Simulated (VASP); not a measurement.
Level of theory: r2SCAN meta-GGA, VASP's PBE PAW potentials (set 64) (plane waves; VASP).

VASP ran on this input.

INCAR:
```
ISMEAR=1   ! Methfessel-Paxton
LWAVE=.False.
SYSTEM=Pd
NELM=100
EDIFF=1E-8   ! SCF stop (eV)
LMIXTAU=.True.
ISIF=2   ! forces and stress, cell fixed
ALGO=Normal   ! blocked Davidson
EDIFFG=-0.001   ! ionic stop
SIGMA=0.1   ! width (eV)
ENCUT=400
METAGGA=R2SCAN
LREAL=.False.
LMAXMIX=4   ! l cut-off of mixed one-centre charges
IBRION=1
NSW=30
LCHARG=.False.
LASPH=.True.   ! aspherical one-centre terms
PREC=Accurate
```

**KPOINTS**
```
Automatic mesh
0
Gamma
14 14 14
0 0 0
```

### POSCAR
```
Pd
1
   -0.0000000000     1.9557442252     1.9557442252
    1.9557442252     0.0000000000     1.9557442252
    1.9557442252     1.9557442252    -0.0000000000
Pd
1
Direct
  0.0000000000   0.0000000000   0.0000000000
```

POTCAR, in this order: Pd (PBE.64 set). Program: vasp_std.

Output

OSZICAR:
```
       N       E                     dE             d eps       ncg     rms          rms(c)
DAV:   1     0.101164563871E+02    0.10116E+02   -0.45743E+03  1920   0.851E+02
DAV:   2    -0.257544310117E+02   -0.35871E+02   -0.34530E+02  2012   0.172E+02
DAV:   3    -0.260663730128E+02   -0.31194E+00   -0.31038E+00  2303   0.185E+01
DAV:   4    -0.260681089530E+02   -0.17359E-02   -0.17355E-02  2359   0.123E+00
DAV:   5    -0.260681306847E+02   -0.21732E-04   -0.21732E-04  2486   0.107E-01    0.850E+00
DAV:   6    -0.227359665346E+02    0.33322E+01   -0.69664E+00  1924   0.247E+01    0.413E+00
DAV:   7    -0.229353361318E+02   -0.19937E+00   -0.85570E-01  2033   0.650E+00    0.246E+00
DAV:   8    -0.229306114061E+02    0.47247E-02   -0.23876E-02  1955   0.122E+00    0.298E-01
DAV:   9    -0.229363720512E+02   -0.57606E-02   -0.63705E-03  2182   0.699E-01    0.119E-01
DAV:  10    -0.229364236537E+02   -0.51602E-04   -0.87732E-04  2468   0.266E-01    0.455E-02
DAV:  11    -0.229365409840E+02   -0.11733E-03   -0.41449E-04  2426   0.141E-01    0.483E-02
DAV:  12    -0.229365174574E+02    0.23527E-04   -0.63473E-05  1999   0.769E-02    0.198E-02
DAV:  13    -0.229365516286E+02   -0.34171E-04   -0.47903E-05  1995   0.503E-02    0.266E-03
DAV:  14    -0.229365507132E+02    0.91539E-06   -0.35535E-06  2080   0.129E-02    0.123E-03
DAV:  15    -0.229365522770E+02   -0.15638E-05   -0.21288E-07  2040   0.432E-03    0.114E-03
DAV:  16    -0.229365498652E+02    0.24118E-05   -0.75619E-08  2088   0.352E-03    0.235E-04
DAV:  17    -0.229365503940E+02   -0.52881E-06   -0.23967E-09  1335   0.483E-04    0.158E-04
DAV:  18    -0.229365500592E+02    0.33478E-06   -0.33305E-09  1086   0.565E-04    0.299E-05
DAV:  19    -0.229365501830E+02   -0.12378E-06   -0.44515E-10  1071   0.265E-04    0.121E-05
DAV:  20    -0.229365501652E+02    0.17772E-07   -0.48028E-11  1065   0.569E-05    0.271E-05
DAV:  21    -0.229365501894E+02   -0.24171E-07   -0.94308E-11  1037   0.766E-05    0.228E-06
DAV:  22    -0.229365501814E+02    0.79531E-08   -0.12997E-12  1031   0.125E-05
   1 F= -.22936550E+02 E0= -.22936112E+02  d E =-.229366E+02
```

File OUTCAR:
```
------------------------ aborting loop because EDIFF is reached ----------------------------------------
  FORCE on cell =-STRESS in cart. coord.  units (eV):
  Direction    XX          YY          ZZ          XY          YZ          ZX
  --------------------------------------------------------------------------------------
  Total        0.0049390      0.0049390      0.0049390      0.0000000      0.0000000      0.0000000
  in kB        0.5289141      0.5289141      0.5289141      0.0000000      0.0000000      0.0000000
  external PRESSURE =       0.5289141 kB  Pullay stress =       0.0000000 kB
  volume of cell :       14.96
      direct lattice vectors                 reciprocal lattice vectors
     0.000000000  1.955744225  1.955744225    -0.255657153  0.255657153  0.255657153
     1.955744225  0.000000000  1.955744225     0.255657153 -0.255657153  0.255657153
     1.955744225  1.955744225  0.000000000     0.255657153  0.255657153 -0.255657153
 POSITION                                       TOTAL-FORCE (eV/Angst)
 -----------------------------------------------------------------------------------
      0.00000      0.00000      0.00000         0.000000      0.000000      0.000000
 -----------------------------------------------------------------------------------
    total drift:                                0.000000     -0.000000     -0.000000
  FREE ENERGIE OF THE ION-ELECTRON SYSTEM (eV)
  ---------------------------------------------------
  free  energy   TOTEN  =       -22.9365501814 eV

  energy  without entropy=      -22.9352350921  energy(sigma->0) =      -22.93611182

 reached required accuracy - stopping structural energy minimisation
```
(Selected blocks of OUTCAR.)

The compound is Pd in the fcc structure. It was relaxed first. The start is the result of an earlier pass.
